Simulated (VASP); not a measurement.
A VASP calculation is set up with these files.

**KPOINTS**
```
Automatic mesh
0
Gamma
6 6 6
0 0 0
```

INCAR:
```
SYSTEM = CuI
PREC = Accurate
ENCUT = 400
EDIFF = 1E-6
NELM = 100
ALGO = Normal
LREAL = .FALSE.
LASPH = .TRUE.
ISMEAR = 0
SIGMA = 0.05
GGA = PE
LMAXMIX = 4
LWAVE = .FALSE.
LCHARG = .FALSE.
ISIF = 2
ICHARG = 11
```

**POSCAR**
```
CuI
1
    0.0000000000     3.0250000000     3.0250000000
    3.0250000000     0.0000000000     3.0250000000
    3.0250000000     3.0250000000     0.0000000000
Cu I
1 1
Direct
  0.0000000000   0.0000000000   0.0000000000
  0.2500000000   0.2500000000   0.2500000000
```

POTCAR, in this order: Cu I (PBE.64 set). Program: vasp_std.

The resulting files:

File standard output:
```
 POSCAR found type information on POSCAR CuI
 POSCAR found :  2 types and       2 ions
 Reading from existing POTCAR
 Reading from existing POTCAR
 LDA part: xc-table for (Slater+PW92), standard interpolation
 WARNING: stress and forces are not correct
 POSCAR, INCAR and KPOINTS ok, starting setup
 WAVECAR not read
 WARNING: CHGCAR is incomplete

 -----------------------------------------------------------------------------
|                                                                             |
|     EEEEEEE  RRRRRR   RRRRRR   OOOOOOO  RRRRRR      ###     ###     ###     |
|     E        R     R  R     R  O     O  R     R     ###     ###     ###     |
|     E        R     R  R     R  O     O  R     R     ###     ###     ###     |
|     EEEEE    RRRRRR   RRRRRR   O     O  RRRRRR       #       #       #      |
|     E        R   R    R   R    O     O  R   R                               |
|     E        R    R   R    R   O     O  R    R      ###     ###     ###     |
|     EEEEEEE  R     R  R     R  OOOOOOO  R     R     ###     ###     ###     |
|                                                                             |
|     ICHARG>10                                                               |
|                                                                             |
|       ---->  I REFUSE TO CONTINUE WITH THIS SICK JOB ... BYE!!! <----       |
|                                                                             |
 -----------------------------------------------------------------------------
```

Problem. Read the log: what went wrong, and how is it fixed?

Solution. The cause: ICHARG = 11 asks for a fixed density, but there is no CHGCAR. VASP stops with an error: ERROR: charge density could not be read from file CHGCAR for ICHARG>10 ----> I REFUSE TO CONTINUE WITH THIS SICK JOB ... BYE!!! <---- To mend it, run self-consistently first and keep its CHGCAR, or remove ICHARG. The plain static run on this cell (PBE GGA, plane waves, VASP's PBE PAW potentials (set 64)) converges, and its OSZICAR ends with
```
   1 F= -.55588499E+01 E0= -.55588499E+01  d E =-.862288E-13
```

The compound is CuI in the zinc blende structure. The cell was not relaxed at this level.
